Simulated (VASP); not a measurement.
Output of a VASP run:

OUTCAR:
```
 ion  position               nearest neighbor table
   1  0.000  0.000  0.000-   2 2.52   3 2.52   3 2.52   2 2.52   3 2.52   2 2.52
   2  0.333  0.667  0.229-   1 2.52   1 2.52   1 2.52
   3  0.667  0.333  0.771-   1 2.52   1 2.52   1 2.52
  LATTYP: Found a hexagonal cell.
 ALAT       =     3.7234077597
 C/A-ratio  =     1.5323980938
 Subroutine PRICEL returns:
 Original cell was already a primitive cell.
 Subroutine GETGRP returns: Found 12 space group operations
The static configuration has the point symmetry D_3d.
The dynamic configuration has the point symmetry D_3d.
 Subroutine INISYM returns: Found 12 space group operations
 Subroutine IBZKPT returns following result:
 Found     24 irreducible k-points:

 Following reciprocal coordinates:
            Coordinates               Weight
  0.000000  0.000000  0.000000      1.000000
  0.166667  0.000000  0.000000      6.000000
  0.333333 -0.000000  0.000000      6.000000
  0.500000  0.000000  0.000000      3.000000
  0.166667  0.166667  0.000000      6.000000
  0.333333  0.166667  0.000000     12.000000
  0.333333  0.333333  0.000000      2.000000
  0.000000  0.000000  0.250000      2.000000
  0.166667  0.000000  0.250000      6.000000
  0.000000  0.166667  0.250000      6.000000
  0.333333 -0.000000  0.250000      6.000000
 -0.000000  0.333333  0.250000      6.000000
  0.500000  0.000000  0.250000      6.000000
  0.166667  0.166667  0.250000     12.000000
  0.333333  0.166667  0.250000     12.000000
 -0.166667  0.500000  0.250000     12.000000
  0.333333  0.333333  0.250000      4.000000
  0.000000  0.000000  0.500000      1.000000
  0.166667  0.000000  0.500000      6.000000
  0.333333 -0.000000  0.500000      6.000000
  0.500000  0.000000  0.500000      3.000000
  0.166667  0.166667  0.500000      6.000000
  0.333333  0.166667  0.500000     12.000000
  0.333333  0.333333  0.500000      2.000000
   k-points           NKPTS =     24   k-points in BZ     NKDIM =     24   number of bands    NBANDS=     15
   number of dos      NEDOS =    301   number of ions     NIONS =      3
   total plane-waves  NPLWV =  23040
   dimension x,y,z NGX =    24 NGY =   24 NGZ =   40
   dimension x,y,z NGXF=    48 NGYF=   48 NGZF=   80
   ions per type =               1   2
   PREC   = accura    normal or accurate (medium, high low for compatibility)
   ISTART =      0    job   : 0-new  1-cont  2-samecut
   ICHARG =      2    charge: 1-file 2-atom 10-const
   ISPIN  =      1    spin polarized calculation?
   LNONCOLLINEAR =      F non collinear calculations
   LSORBIT =      F    spin-orbit coupling
   INIWAV =      1    electr: 0-lowe 1-rand  2-diag
   ENCUT  =  400.0 eV  29.40 Ry    5.42 a.u.   6.07  6.07  9.30*2*pi/ulx,y,z
   NELM   =    100;   NELMIN=  2; NELMDL= -5     # of ELM steps
   EDIFF  = 0.1E-05   stopping-criterion for ELM
   LREAL  =      F    real-space projection
   NLSPLINE    = F    spline interpolate recip. space projectors
   LMAXMIX     =    6 max onsite mixed and CHGCAR
   VOSKOWN=      0    Vosko Wilk Nusair interpolation
   EDIFFG = -.2E-01   stopping-criterion for IOM
   NSW    =     60    number of steps for IOM
   NBLOCK =      1;   KBLOCK =     60    inner block; outer block
   IBRION =      2    ionic relax: 0-MD 1-quasi-New 2-CG
   NFREE  =      1    steps in history (QN), initial steepest desc. (CG)
   ISIF   =      3    stress and relaxation
   ISYM   =      2    0-nonsym 1-usesym 2-fastsym
   TEIN   =    0.0    initial temperature
   TEBEG  =    0.0;   TEEND  =   0.0 temperature during run
   SMASS  =  -3.00    Nose mass-parameter (am)
   PSTRESS=    0.0 pullay stress
   NELECT =      22.0000    total number of electrons
   EFERMI =   0.00;   METHOD = LEGACY
   ISMEAR =     0;   SIGMA  =   0.05  broadening in eV -4-tet -1-fermi 0-gaus
   IALGO  =     38    algorithm
   LDIAG  =      T    sub-space diagonalisation (order eigenvalues)
   IMIX   =      4    mixing-type and parameters
     AMIX     =   0.40;   BMIX     =  1.00
...
```

**OSZICAR**
```
       N       E                     dE             d eps       ncg     rms          rms(c)
DAV:   1     0.290300676285E+02    0.29030E+02   -0.88059E+03   736   0.104E+03
DAV:   2    -0.833773484537E+02   -0.11241E+03   -0.10964E+03   930   0.216E+02
DAV:   3    -0.876107547869E+02   -0.42334E+01   -0.42158E+01   895   0.459E+01
DAV:   4    -0.876402650653E+02   -0.29510E-01   -0.29506E-01   874   0.408E+00
DAV:   5    -0.876407207163E+02   -0.45565E-03   -0.45564E-03   923   0.476E-01    0.132E+01
DAV:   6    -0.831203735053E+02    0.45203E+01   -0.83500E+00   790   0.299E+01    0.865E+00
DAV:   7    -0.812786559438E+02    0.18417E+01   -0.13238E+00   741   0.129E+01    0.440E+00
DAV:   8    -0.814238967969E+02   -0.14524E+00   -0.41058E-01   769   0.461E+00    0.111E+00
DAV:   9    -0.814705322025E+02   -0.46635E-01   -0.77566E-02   769   0.302E+00    0.236E-01
DAV:  10    -0.814919471459E+02   -0.21415E-01   -0.28108E-02   769   0.150E+00    0.157E-01
DAV:  11    -0.814902206096E+02    0.17265E-02   -0.57821E-03   741   0.895E-01    0.125E-01
DAV:  12    -0.814920374857E+02   -0.18169E-02   -0.51749E-03   748   0.840E-01    0.791E-02
DAV:  13    -0.814942963104E+02   -0.22588E-02   -0.67704E-04   825   0.293E-01    0.249E-02
DAV:  14    -0.814944297179E+02   -0.13341E-03   -0.12960E-04   762   0.126E-01    0.986E-03
DAV:  15    -0.814945185520E+02   -0.88834E-04   -0.50789E-05   776   0.733E-02    0.285E-03
DAV:  16    -0.814945177719E+02    0.78009E-06   -0.31556E-06   819   0.174E-02
   1 F= -.81494518E+02 E0= -.81494518E+02  d E =-.814945E+02
```

### OUTCAR
```
------------------------ aborting loop because EDIFF is reached ----------------------------------------
  FORCE on cell =-STRESS in cart. coord.  units (eV):
  Direction    XX          YY          ZZ          XY          YZ          ZX
  --------------------------------------------------------------------------------------
  Total        0.0133878      0.0133878      0.0403195      0.0000000      0.0000000     -0.0000000
  in kB        0.3131087      0.3131088      0.9429791      0.0000000      0.0000000     -0.0000000
  external PRESSURE =       0.5230655 kB  Pullay stress =       0.0000000 kB
  volume of cell :       68.51
      direct lattice vectors                 reciprocal lattice vectors
     1.861703775 -3.224565769  0.000000000     0.268571191 -0.155059638  0.000000000
     1.861703775  3.224565769  0.000000000     0.268571191  0.155059638  0.000000000
     0.000000000  0.000000000  5.705742953     0.000000000  0.000000000  0.175262014
 POSITION                                       TOTAL-FORCE (eV/Angst)
 -----------------------------------------------------------------------------------
      0.00000      0.00000      0.00000         0.000000      0.000000      0.000000
      1.86170      1.07486      1.30761         0.000000      0.000000      0.001236
      1.86170     -1.07486      4.39814        -0.000000     -0.000000     -0.001236
 -----------------------------------------------------------------------------------
    total drift:                                0.000000     -0.000000      0.000000
  FREE ENERGIE OF THE ION-ELECTRON SYSTEM (eV)
  ---------------------------------------------------
  free  energy   TOTEN  =       -81.4945177719 eV

  energy  without entropy=      -81.4945177719  energy(sigma->0) =      -81.49451777

 reached required accuracy - stopping structural energy minimisation
```
(Selected blocks of OUTCAR.)

POSCAR:
```
PtSe2
1
    1.8617037751    -3.2245657690    -0.0000000000
    1.8617037751     3.2245657690     0.0000000000
   -0.0000000000    -0.0000000000     5.7057429535
Pt Se
1 2
Direct
  0.0000000000   0.0000000000   0.0000000000
  0.3333330000   0.6666670000   0.2291738785
  0.6666670000   0.3333330000   0.7708261215
```

### Question
Reconstruct the remaining input files.

### Answer
One answer among several that fit: the input of the run itself, r2SCAN meta-GGA, plane waves, VASP's PBE PAW potentials (set 64).

### KPOINTS
```
Automatic
0
Gamma
  6 6 4
0 0 0
```

### INCAR
```
# general
SYSTEM   =  PtSe2
PREC     =  Accurate
ENCUT    =  400
LREAL    =  .FALSE.
LASPH    =  .TRUE.

# electronic loop
EDIFF    =  1E-6   # SCF stop (eV)
NELM     =  100   # most electronic steps
ALGO     =  Normal
LMAXMIX  =  6   # l cut-off of mixed one-centre charges
LMIXTAU  =  .TRUE.

# smearing
ISMEAR   =  0   # Gaussian
SIGMA    =  0.05   # width (eV)

# functional
METAGGA  =  R2SCAN

# ions
IBRION   =  2
NSW      =  60   # most ionic steps
ISIF     =  3   # ions, shape and volume
EDIFFG   =  -0.02   # ionic stop

# output
LWAVE    =  .FALSE.
LCHARG   =  .FALSE.
```

POTCAR, in this order: Pt Se (PBE.64 set). Program: vasp_std.

The compound is PtSe2 in the 1T layered structure. It was relaxed first, which changed the volume by +12 %. The start is the result of an earlier pass.
